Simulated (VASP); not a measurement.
Here is the system:

```yaml
crystal:
  lattice:
    - [1.83513, -3.17853, 0.00000]
    - [1.83513, 3.17853, 0.00000]
    - [0.00000, 0.00000, 7.81196]
  atoms:
    - { symbol: Hf, position: [0.00000, 0.00000, 0.00000] }
    - { symbol: S, position: [0.33333, 0.66667, 0.18484] }
    - { symbol: S, position: [0.66667, 0.33333, 0.81516] }
```

These are revPBE GGA, VASP's PBE PAW potentials (set 64) (plane waves; VASP) values and carry that method's errors. Settings: 520 eV cut-off, 8×8×3 Γ-centred mesh, tetrahedra with Blöchl corrections, potentials Hf_pv S.

Without a dispersion term in the relaxation, distances and binding between the weakly bound layers, chains or molecules are unreliable, and so is what depends on them.

Question: Predict the energy per atom (σ→0).

Answer: 
```
Property                       Result
---------------------  --------------
energy per atom (σ→0)  -7.370 eV/atom
```

The compound is HfS2 in the 1T layered structure. It was relaxed first, which changed the volume by +37 %.
